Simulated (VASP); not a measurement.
All values below come from PBE GGA, VASP's PBE PAW potentials (set 64) (plane waves; VASP).

VASP ran on this input.

**KPOINTS**
```
Automatic mesh
0
Gamma
8 8 8
0 0 0
```

### POSCAR
```
AgCl
3.9577190
  0.0000000000   0.7071067120   0.7071067120
  0.7071067120   0.0000000000   0.7071067120
  0.7071067120   0.7071067120   0.0000000000
Ag Cl
1 1
Direct
  0.0000000000   0.0000000000   0.0000000000
  0.5000000000   0.5000000000   0.5000000000
```

INCAR:
```
SYSTEM=AgCl
PREC=Accurate; ENCUT=480; LREAL=.FALSE.
LASPH=.TRUE.
EDIFF=1E-7; NELM=100; ALGO=Normal
LMAXMIX=4
ISMEAR=0; SIGMA=0.05
GGA=PE
ISIF=2
LWAVE=.FALSE.; LCHARG=.FALSE.
```

POTCAR, in this order: Ag Cl (PBE.64 set). Program: vasp_std.

Output of the run:

OSZICAR:
```
       N       E                     dE             d eps       ncg     rms          rms(c)
DAV:   1     0.949210488264E+02    0.94921E+02   -0.83106E+03   786   0.115E+03
DAV:   2    -0.168368575546E+01   -0.96605E+02   -0.89814E+02   904   0.244E+02
DAV:   3    -0.555961779883E+01   -0.38759E+01   -0.38665E+01   879   0.524E+01
DAV:   4    -0.558946625115E+01   -0.29848E-01   -0.29847E-01   864   0.514E+00
DAV:   5    -0.558992249001E+01   -0.45624E-03   -0.45624E-03   884   0.633E-01    0.594E+00
DAV:   6    -0.540527102447E+01    0.18465E+00   -0.33578E-01   818   0.790E+00    0.391E+00
DAV:   7    -0.540152236835E+01    0.37487E-02   -0.10387E-01   759   0.259E+00    0.194E+00
DAV:   8    -0.540088728879E+01    0.63508E-03   -0.57357E-03   789   0.945E-01    0.299E-01
DAV:   9    -0.540094300553E+01   -0.55717E-04   -0.71977E-04   839   0.402E-01    0.470E-02
DAV:  10    -0.540101282756E+01   -0.69822E-04   -0.11713E-04   784   0.108E-01    0.272E-02
DAV:  11    -0.540101996479E+01   -0.71372E-05   -0.70290E-06   819   0.239E-02    0.501E-03
DAV:  12    -0.540102000922E+01   -0.44429E-07   -0.31289E-07   869   0.747E-03
   1 F= -.54010200E+01 E0= -.54010200E+01  d E =-.779397E-13
```

**OUTCAR**
```
------------------------ aborting loop because EDIFF is reached ----------------------------------------
  FORCE on cell =-STRESS in cart. coord.  units (eV):
  Direction    XX          YY          ZZ          XY          YZ          ZX
  --------------------------------------------------------------------------------------
  Total        0.0585851      0.0585851      0.0585851      0.0000000      0.0000000      0.0000000
  in kB        2.1413037      2.1413037      2.1413037      0.0000000      0.0000000      0.0000000
  external PRESSURE =       2.1413037 kB  Pullay stress =       0.0000000 kB
  volume of cell :       43.83
      direct lattice vectors                 reciprocal lattice vectors
     0.000000000  2.798529669  2.798529669    -0.178665249  0.178665249  0.178665249
     2.798529669  0.000000000  2.798529669     0.178665249 -0.178665249  0.178665249
     2.798529669  2.798529669  0.000000000     0.178665249  0.178665249 -0.178665249
  FREE ENERGIE OF THE ION-ELECTRON SYSTEM (eV)
  ---------------------------------------------------
  free  energy   TOTEN  =        -5.4010200092 eV

  energy  without entropy=       -5.4010200092  energy(sigma->0) =       -5.40102001
```
(Selected blocks of OUTCAR.)

OUTCAR:
```
 val. band max:        3.4756741083   @ k =   0.5000   0.0000   0.0000

 cond. band min:       4.3926430513   @ k =   0.0000   0.0000   0.0000


 Fermi energy:         3.7126247476

 k-point     1 :       0.0000    0.0000    0.0000
  band No.  band energies     occupation
      1     -11.4924      2.00000
      2       1.1429      2.00000
      3       1.1429      2.00000
      4       1.1429      2.00000
      5       1.1825      2.00000
      6       1.1825      2.00000
      7       1.2658      2.00000
      8       1.2658      2.00000
      9       1.2658      2.00000
     10       4.3926      0.00000
     11      14.3416      0.00000
     12      14.3416      0.00000
     13      14.3416      0.00000

 k-point     2 :       0.1250    0.0000    0.0000
  band No.  band energies     occupation
      1     -11.4369      2.00000
      2       0.4680      2.00000
      3       0.5219      2.00000
      4       0.5219      2.00000
      5       1.1939      2.00000
      6       1.1939      2.00000
      7       1.4161      2.00000
      8       1.9898      2.00000
      9       1.9898      2.00000
     10       5.0878      0.00000
     11      12.9775      0.00000
     12      13.9909      0.00000
     13      13.9909      0.00000

 k-point     3 :       0.2500    0.0000    0.0000
  band No.  band energies     occupation
      1     -11.2977      2.00000
      2      -0.5210      2.00000
      3      -0.0300      2.00000
      4      -0.0300      2.00000
      5       1.3111      2.00000
      6       1.3111      2.00000
      7       1.5577      2.00000
      8       2.7159      2.00000
      9       2.7159      2.00000
     10       6.3850      0.00000
     11      11.2975      0.00000
     12      12.6810      0.00000
     13      12.6810      0.00000

 k-point     4 :       0.3750    0.0000    0.0000
  band No.  band energies     occupation
      1     -11.1503      2.00000
      2      -1.2655      2.00000
      3      -0.3820      2.00000
...
```

The compound is AgCl in the rock salt structure. It was relaxed first.
